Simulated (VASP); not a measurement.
# Lattice of NbCd3, functional by functional, part 2 of 2

Aim: relax NbCd3 at several levels of theory and compare the cells. The starting structure is a measured crystal structure from the Crystallography Open Database. The first relaxation on each setting starts from this cell expanded by 3 % in volume.

VASP 6.6.1.

Results so far: PBEsol 18.98 Å³ an atom; LDA 18.41 Å³ an atom.

### 4. Relaxation with PBE

Level of this step: PBE; plane waves and PAW (Cd, Nb_sv) (VASP).

PBE, the usual starting point, adds the gradient of the density. This run starts from the cell of an earlier relaxation, which isn't shown; the restart sets up the plane waves anew.

Input file INCAR:

```
SYSTEM = NbCd3
PREC = Accurate
ENCUT = 450
EDIFF = 1E-06
NELM = 100
ISMEAR = 1
SIGMA = 0.15
LREAL = .FALSE.
ALGO = Normal
GGA = PE
NBANDS = 30
LASPH = .TRUE.
LORBIT = 11
LWAVE = .FALSE.
LCHARG = .FALSE.
KPAR = 8
IBRION = 2
NSW = 50
ISIF = 3
EDIFFG = -0.006
```

Input file POSCAR:

```
NbCd3
1.0
    4.3074877546      0.0000000000      0.0000000000
    0.0000000000      4.3074877546      0.0000000000
    0.0000000000      0.0000000000      4.3074877546
Cd Nb
3 1
Direct
    0.5000000000      0.5000000000      0.0000000000
    0.5000000000      0.0000000000      0.5000000000
    0.0000000000      0.5000000000      0.5000000000
    0.0000000000      0.0000000000      0.0000000000
```

Input file KPOINTS:

```
Automatic mesh
0
Gamma
8 8 8
0 0 0
```

Potentials, in the order of the species: Cd and Nb_sv (PBE family, release 64).

Run with:

```console
> mpirun -np 8 vasp_std
```

Output:

```text
[banner, memory and clock lines left out]
running    8 mpi-ranks, on    1 nodes
[...]
[... a notice as in an earlier step ...]

 LDA part: xc-table for (Slater+PW92), standard interpolation
 POSCAR, INCAR and KPOINTS ok, starting setup
[...]
entering main loop
       N       E                     dE             d eps       ncg     rms          rms(c)
DAV:   1     0.422683983558E+03    0.42268E+03   -0.24337E+04  2100   0.150E+03
DAV:   2     0.522364816742E+01   -0.41746E+03   -0.40681E+03  2280   0.476E+02
DAV:   3    -0.119574064666E+02   -0.17181E+02   -0.16668E+02  3074   0.946E+01
DAV:   4    -0.125785440703E+02   -0.62114E+00   -0.61605E+00  3028   0.145E+01
[...]
DAV:  10    -0.118766348660E+02   -0.16833E-03   -0.13085E-03  2756   0.241E-01    0.501E-02
DAV:  11    -0.118766017153E+02    0.33151E-04   -0.11143E-04  2968   0.753E-02    0.174E-02
DAV:  12    -0.118766023766E+02   -0.66138E-06   -0.78506E-06  2278   0.192E-02
   1 F= -.11876602E+02 E0= -.11875625E+02  d E =-.118766E+02
[...]
N       E                     dE             d eps       ncg     rms          rms(c)
DAV:   1    -0.118777697129E+02   -0.11680E-02   -0.26058E-02  2212   0.165E+00    0.248E-01
DAV:   2    -0.118767266953E+02    0.10430E-02   -0.33465E-03  2456   0.594E-01    0.817E-02
DAV:   3    -0.118766388679E+02    0.87827E-04   -0.25676E-04  2726   0.131E-01    0.658E-02
DAV:   4    -0.118766239089E+02    0.14959E-04   -0.47914E-05  3484   0.416E-02    0.241E-02
DAV:   5    -0.118766196366E+02    0.42723E-05   -0.85034E-06  2958   0.135E-02    0.113E-02
DAV:   6    -0.118766173873E+02    0.22493E-05   -0.36872E-06  2828   0.114E-02    0.352E-03
DAV:   7    -0.118766173546E+02    0.32724E-07   -0.62068E-07  1392   0.599E-03
   2 F= -.11876617E+02 E0= -.11875646E+02  d E =-.149780E-04
 trial-energy change:   -0.000015  1 .order   -0.000013   -0.000052    0.000025
 step:   0.6729(harm=  0.6729)  dis= 0.00000  next Energy=   -11.876620 (dE=-0.175E-04)
 reached required accuracy - stopping structural energy minimisation
```

The job ended after 14 s (8 MPI ranks of Intel Xeon 6975P-C (Granite Rapids), shared host; peak memory 1.7 GiB).

OUTCAR, selected parts (step 4):

```text
  Total       -0.0184181     -0.0184181     -0.0184181      0.0000000      0.0000000      0.0000000
  in kB       -0.3687129     -0.3687129     -0.3687129      0.0000000      0.0000000      0.0000000
  external PRESSURE =      -0.3687129 kB  Pullay stress =       0.0000000 kB

 POSITION                                       TOTAL-FORCE (eV/Angst)
 -----------------------------------------------------------------------------------
      2.15473      2.15473      0.00000        -0.000000      0.000000      0.000000
      2.15473      0.00000      2.15473        -0.000000     -0.000000      0.000000
      0.00000      2.15473      2.15473         0.000000     -0.000000      0.000000
      0.00000      0.00000      0.00000        -0.000000      0.000000      0.000000
 -----------------------------------------------------------------------------------
    total drift:                                0.000000      0.000000     -0.000000

  FREE ENERGIE OF THE ION-ELECTRON SYSTEM (eV)
  ---------------------------------------------------
  free  energy   TOTEN  =       -11.8766173546 eV

  energy  without entropy=      -11.8737018607  energy(sigma->0) =      -11.87564552

[... 2 parts as in an earlier step ...]

[... 2 further parts left out ...]
[key lines of the parts left out:]
E-fermi :   4.6592
```

With PBE the relaxed cell holds 20.008 Å³ an atom, +6.87 % against the measured cell, with a = 4.309 Å. That is +5.42 % from PBEsol.

### 5. Relaxation with PBEsol + D3(BJ)

D3 with Becke-Johnson damping keeps a finite attraction at short range. This run starts from the cell of an earlier relaxation, which isn't shown; the restart sets up the plane waves anew.

Changes to INCAR since step 4:

```diff
@@ -9,3 +9,4 @@
 ALGO = Normal
-GGA = PE
+GGA = PS
+IVDW = 12
 NBANDS = 30
```

Input file POSCAR:

```
NbCd3
1.0
    4.1799580729      0.0000000000      0.0000000000
    0.0000000000      4.1799580729      0.0000000000
    0.0000000000      0.0000000000      4.1799580729
Cd Nb
3 1
Direct
    0.5000000000      0.5000000000      0.0000000000
    0.5000000000      0.0000000000      0.5000000000
    0.0000000000      0.5000000000      0.5000000000
    0.0000000000      0.0000000000      0.0000000000
```

KPOINTS is that of step 4.

Run with:

```console
> mpirun -np 8 vasp_std
```

Output:

```text
[banner, memory and clock lines left out]
running    8 mpi-ranks, on    1 nodes
[...]
[... a notice as in an earlier step ...]

 [... a notice as in an earlier step ...]

 LDA part: xc-table for (Slater+PW92), standard interpolation
 POSCAR, INCAR and KPOINTS ok, starting setup
[...]
entering main loop
       N       E                     dE             d eps       ncg     rms          rms(c)
DAV:   1     0.434549590500E+03    0.43455E+03   -0.24397E+04  2100   0.152E+03
DAV:   2     0.281790650022E+01   -0.43173E+03   -0.42059E+03  2298   0.484E+02
DAV:   3    -0.144216846345E+02   -0.17240E+02   -0.16825E+02  3014   0.960E+01
DAV:   4    -0.150357536404E+02   -0.61407E+00   -0.61091E+00  3142   0.145E+01
[...]
DAV:  10    -0.140795833868E+02   -0.22764E-06   -0.73676E-04  2434   0.195E-01    0.309E-02
DAV:  11    -0.140795871733E+02   -0.37864E-05   -0.36758E-05  2848   0.514E-02    0.131E-02
DAV:  12    -0.140795870832E+02    0.90055E-07   -0.35171E-06  1990   0.153E-02
[...]
DAV:   3    -0.140739425634E+02    0.27338E-03   -0.92008E-04  3096   0.253E-01    0.110E-01
DAV:   4    -0.140739250024E+02    0.17561E-04   -0.13792E-04  3124   0.650E-02    0.272E-02
DAV:   5    -0.140739327113E+02   -0.77088E-05   -0.34337E-05  3788   0.363E-02    0.149E-02
DAV:   6    -0.140739333493E+02   -0.63804E-06   -0.23985E-06  2070   0.980E-03
   2 F= -.16282334E+02 E0= -.16281155E+02  d E =0.252103E-04
 trial-energy change:    0.000025  1 .order    0.000032   -0.000172    0.000236
 step:   0.4463(harm=  0.4213)  dis= 0.00000  next Energy=   -16.282398 (dE=-0.389E-04)
[...]
N       E                     dE             d eps       ncg     rms          rms(c)
DAV:   1    -0.140782466710E+02   -0.43140E-02   -0.25624E-02  2164   0.167E+00    0.241E-01
DAV:   2    -0.140772145355E+02    0.10321E-02   -0.31795E-03  2414   0.608E-01    0.855E-02
DAV:   3    -0.140771279099E+02    0.86626E-04   -0.27656E-04  3082   0.139E-01    0.617E-02
DAV:   4    -0.140771142797E+02    0.13630E-04   -0.42279E-05  3170   0.359E-02    0.152E-02
DAV:   5    -0.140771135325E+02    0.74714E-06   -0.96183E-06  3596   0.198E-02
   3 F= -.16282395E+02 E0= -.16281219E+02  d E =-.361167E-04
[...]
reached required accuracy - stopping structural energy minimisation
```

Wall time 17 s (8 MPI ranks); peak memory 1.8 GiB; 2.1 min of CPU time.

OUTCAR, selected parts (step 5):

```text
 Edisp (eV)   -2.20840

 Edisp (eV)   -2.20528

  Total      -0.00352    -0.00352    -0.00352    -0.00000     0.00000     0.00000
  in kB      -0.07732    -0.07732    -0.07732    -0.00000     0.00000     0.00000
  external pressure =       -0.08 kB  Pullay stress =        0.00 kB

 POSITION                                       TOTAL-FORCE (eV/Angst)
 -----------------------------------------------------------------------------------
      2.08920      2.08920      0.00000         0.000000      0.000000      0.000000
      2.08920      0.00000      2.08920        -0.000000      0.000000      0.000000
     -0.00000      2.08920      2.08920        -0.000000      0.000000      0.000000
      0.00000      0.00000      0.00000         0.000000      0.000000      0.000000
 -----------------------------------------------------------------------------------
    total drift:                                0.000000      0.000000     -0.000000

  FREE ENERGIE OF THE ION-ELECTRON SYSTEM (eV)
  ---------------------------------------------------
  free  energy   TOTEN  =       -16.2823953001 eV

  energy  without entropy=      -16.2788663194  energy(sigma->0) =      -16.28121897

[... 2 parts as in an earlier step ...]

[... 2 further parts left out ...]
[key lines of the parts left out:]
E-fermi :   5.3056
```

With PBEsol + D3(BJ) the relaxed cell holds 18.238 Å³ an atom, -2.58 % against the measured cell, with a = 4.178 Å. That is -3.91 % from PBEsol.

### 6. Relaxation with r2SCAN

r2SCAN adds the kinetic-energy density, costs more than a GGA and is run with LASPH.

Changes to INCAR since step 5:

```diff
@@ -9,6 +9,5 @@
 ALGO = Normal
-GGA = PS
-IVDW = 12
+METAGGA = R2SCAN
+LASPH = .TRUE.
 NBANDS = 30
-LASPH = .TRUE.
 LORBIT = 11
```

Input file POSCAR:

```
NbCd3
1.0
    4.2567353875      0.0000000000      0.0000000000
    0.0000000000      4.2567353875      0.0000000000
    0.0000000000      0.0000000000      4.2567353875
Cd Nb
3 1
Direct
    0.5000000000      0.5000000000      0.0000000000
    0.5000000000      0.0000000000      0.5000000000
    0.0000000000      0.5000000000      0.5000000000
    0.0000000000      0.0000000000      0.0000000000
```

KPOINTS is that of step 5.

Run with:

```console
> mpirun -np 8 vasp_std
```

Output:

```text
[banner, memory and clock lines left out]
running    8 mpi-ranks, on    1 nodes
[...]
[... a notice as in an earlier step ...]

 [... a notice as in an earlier step ...]

 LDA part: xc-table for (None), standard interpolation
 POSCAR, INCAR and KPOINTS ok, starting setup
[...]
entering main loop
       N       E                     dE             d eps       ncg     rms          rms(c)
DAV:   1     0.354887949509E+03    0.35489E+03   -0.24999E+04  2100   0.154E+03
DAV:   2    -0.813026863156E+02   -0.43619E+03   -0.42445E+03  2268   0.489E+02
DAV:   3    -0.100976079286E+03   -0.19673E+02   -0.19138E+02  3106   0.101E+02
DAV:   4    -0.101777234233E+03   -0.80115E+00   -0.79442E+00  3088   0.161E+01
[...]
DAV:  12    -0.846778216593E+02    0.83081E-05   -0.10615E-04  2610   0.104E-01    0.131E-02
DAV:  13    -0.846778248342E+02   -0.31749E-05   -0.11778E-05  2698   0.260E-02    0.522E-03
DAV:  14    -0.846778240256E+02    0.80863E-06   -0.14857E-06  1678   0.965E-03
[...]
DAV:   9    -0.846781884786E+02    0.15877E-06   -0.12704E-06  1688   0.787E-03
   2 F= -.84678188E+02 E0= -.84677379E+02  d E =-.364453E-03
 trial-energy change:   -0.000364  1 .order   -0.000650   -0.016448    0.015148
 step:   0.5070(harm=  0.5206)  dis= 0.00000  next Energy=   -84.681957 (dE=-0.413E-02)
[...]
N       E                     dE             d eps       ncg     rms          rms(c)
DAV:   1    -0.847650872879E+02   -0.86899E-01   -0.19618E+00  2118   0.145E+01    0.210E+00
DAV:   2    -0.846875578624E+02    0.77529E-01   -0.23765E-01  2350   0.521E+00    0.679E-01
DAV:   3    -0.846823985217E+02    0.51593E-02   -0.19279E-02  2594   0.117E+00    0.571E-01
DAV:   4    -0.846818939308E+02    0.50459E-03   -0.34210E-03  3286   0.356E-01    0.203E-01
DAV:   5    -0.846818655831E+02    0.28348E-04   -0.58929E-04  3142   0.120E-01    0.866E-02
DAV:   6    -0.846819491176E+02   -0.83535E-04   -0.14320E-04  3436   0.631E-02    0.245E-02
DAV:   7    -0.846819532203E+02   -0.41027E-05   -0.21356E-05  2372   0.233E-02    0.484E-03
DAV:   8    -0.846819532227E+02   -0.24174E-08   -0.77808E-07  1638   0.686E-03
   3 F= -.84681953E+02 E0= -.84681121E+02  d E =-.412920E-02
[...]
reached required accuracy - stopping structural energy minimisation
```

It took 76 s on 8 MPI ranks; peak memory 1.8 GiB; 10 min of CPU time.

OUTCAR, selected parts (step 6):

```text
  Total        0.0036369      0.0036369      0.0036369     -0.0000000      0.0000000     -0.0000000
  in kB        0.0746194      0.0746194      0.0746194     -0.0000000      0.0000000     -0.0000000
  external PRESSURE =       0.0746194 kB  Pullay stress =       0.0000000 kB

 POSITION                                       TOTAL-FORCE (eV/Angst)
 -----------------------------------------------------------------------------------
      2.13714      2.13714     -0.00000         0.000000      0.000000      0.000000
      2.13714     -0.00000      2.13714         0.000000      0.000000      0.000000
     -0.00000      2.13714      2.13714        -0.000000      0.000000      0.000000
      0.00000      0.00000      0.00000         0.000000      0.000000      0.000000
 -----------------------------------------------------------------------------------
    total drift:                                0.000000      0.000000     -0.000000

  FREE ENERGIE OF THE ION-ELECTRON SYSTEM (eV)
  ---------------------------------------------------
  free  energy   TOTEN  =       -84.6819532227 eV

  energy  without entropy=      -84.6794554290  energy(sigma->0) =      -84.68112062

[... 2 parts as in an earlier step ...]

[... 2 further parts left out ...]
[key lines of the parts left out:]
E-fermi :   4.7815
```

With r2SCAN the relaxed cell holds 19.522 Å³ an atom, +4.28 % against the measured cell, with a = 4.274 Å. That is +2.86 % from PBEsol.

### 7. Relaxation with r2SCAN + rVV10

rVV10 adds a nonlocal correlation energy for dispersion.

Changes to INCAR since step 6:

```diff
@@ -10,2 +10,6 @@
 METAGGA = R2SCAN
+LUSE_VDW = .TRUE.
+IVDW_NL = 2
+BPARAM = 11.95
+CPARAM = 0.0093
 LASPH = .TRUE.
```

POSCAR is that of step 6.

KPOINTS is that of step 6.

Run with:

```console
> mpirun -np 8 vasp_std
```

Output:

```text
[banner, memory and clock lines left out]
running    8 mpi-ranks, on    1 nodes
[...]
[... a notice as in an earlier step ...]

|                                                                             |
|               ----> ADVICE to this user running VASP <----                  |
|                                                                             |
|     You have switched on vdW-DFT.                                           |
|     This routine was written and supplied by Jiri Klimes. We recommend      |
|     that you carefully read and cite the following publications:            |
|       J. Klimes, D.R. Bowler, A. Michelides                                 |
|          J. Phys.: Cond Matt. 22 022201 (2010)                              |
|       J. Klimes, D.R. Bowler, A. Michelides                                 |
|          Phys. Rev. B. 83, 195131 (2011)                                    |
|     and references therein.                                                 |
[...]
Total rVV10 correction in eV:      1.2608343    57.3005267
Total rVV10 correction in eV:      1.2608343    57.3005267
Total rVV10 correction in eV:      1.2608343    57.3005267
DAV:  14    -0.834163088910E+02    0.81749E-06   -0.12782E-06  1604   0.928E-03
Total rVV10 correction in eV:      1.2608341    57.3005267
Total rVV10 correction in eV:      1.2608341    57.3005267
Total rVV10 correction in eV:      1.2608341    57.3005267
Total rVV10 correction in eV:      1.2608341    57.3005267
Total rVV10 correction in eV:      1.2608341    57.3005267
Total rVV10 correction in eV:      1.2608341    57.3005267
Total rVV10 correction in eV:      1.2608341    57.3005267
Total rVV10 correction in eV:      1.2608341    57.3005267
Total rVV10 correction in eV:      1.2608363    57.3005267
Total rVV10 correction in eV:      1.2608363    57.3005267
Total rVV10 correction in eV:      1.2608363    57.3005267
Total rVV10 correction in eV:      1.2608363    57.3005267
Total rVV10 correction in eV:      1.2608363    57.3005267
Total rVV10 correction in eV:      1.2608363    57.3005267
Total rVV10 correction in eV:      1.2608363    57.3005267
Total rVV10 correction in eV:      1.2608363    57.3005267
   1 F= -.83416309E+02 E0= -.83415473E+02  d E =-.834163E+02
[...]
reached required accuracy - stopping structural energy minimisation
```

Run time: 58 s. Hardware: 8 MPI ranks; peak memory 2.5 GiB; 7.5 min of CPU time.

Parts of OUTCAR (step 7):

```text
  Total        0.0009895      0.0009895      0.0009895      0.0000000     -0.0000000     -0.0000000
  in kB        0.0205531      0.0205531      0.0205531      0.0000000     -0.0000000     -0.0000000
  external PRESSURE =       0.0205531 kB  Pullay stress =       0.0000000 kB

 POSITION                                       TOTAL-FORCE (eV/Angst)
 -----------------------------------------------------------------------------------
      2.12837      2.12837      0.00000         0.000000      0.000000      0.000000
      2.12837      0.00000      2.12837         0.000000      0.000000      0.000000
      0.00000      2.12837      2.12837         0.000000      0.000000      0.000000
      0.00000      0.00000      0.00000         0.000000      0.000000      0.000000
 -----------------------------------------------------------------------------------
    total drift:                                0.000000      0.000000     -0.000000

  FREE ENERGIE OF THE ION-ELECTRON SYSTEM (eV)
  ---------------------------------------------------
  free  energy   TOTEN  =       -83.4163088910 eV

  energy  without entropy=      -83.4138013072  energy(sigma->0) =      -83.41547303

[... 2 parts as in an earlier step ...]

[... 2 further parts left out ...]
[key lines of the parts left out:]
E-fermi :   4.8665
```

With r2SCAN + rVV10 the relaxed cell holds 19.283 Å³ an atom, +3.00 % against the measured cell, where it started, since the stress there already met the criterion, with a = 4.257 Å. That is +1.60 % from PBEsol.

### 8. All runs side by side

```tsv
level	volume (Å³/atom)	against the measured cell (%)	a (Å)	pressure left (GPa)	core minutes
PBEsol	18.98	1.38	4.2343	0.02	5.28
LDA	18.411	-1.66	4.1916	0.0	5.33
PBE	20.008	6.87	4.3095	-0.04	4.72
PBEsol + D3(BJ)	18.238	-2.58	4.1784	-0.01	6.91
r2SCAN	19.522	4.28	4.2743	0.01	10.1
r2SCAN + rVV10	19.283	3.0	4.2567	0.0	7.73
```

Core minutes are wall time times ranks, summed over the relaxations behind a row (those for a bulk modulus apart), on shared hosts.

### 9. Summary of results

| Quantity | Value |
| --- | --- |
| volume, PBEsol | 18.98 Å³/atom |
| volume, LDA | 18.41 Å³/atom |
| volume, PBE | 20.01 Å³/atom |
| volume, PBEsol + D3(BJ) | 18.24 Å³/atom |
| volume, r2SCAN | 19.52 Å³/atom |
| volume, r2SCAN + rVV10 | 19.28 Å³/atom |

In words: Across 6 levels the volume of NbCd3 spans 9.7 %, from 18.24 Å³ an atom (PBEsol + D3(BJ)) to 20.01 Å³ (PBE). Against the measured volume of the starting structure, PBEsol comes nearest (+1.4 %) and PBE lies farthest (+6.9 %). The measured cell holds zero-point expansion and, unless it was taken cold, thermal expansion, which the runs lack, so small differences decide nothing. Adding D3(BJ) to PBEsol changes the volume by -3.9 %. Adding rVV10 to r2SCAN changes the volume by -1.2 %. All runs keep the symmetry of the start, so they can't find a distortion of lower symmetry. Further runs on this material are not shown.

[Lines on the potential files, build, host, timing and source positions are cut from VASP's logs without a mark.]

[Logs are printed without paths, hosts, clocks, repeated set-up lines and the standing remarks that a program may print on its own settings, such as how far it seeks lower states.]

[Hosts, paths, dates, database ids (printed as entryN), source tags and the programs' standing remarks are cut or masked in the printed files.]
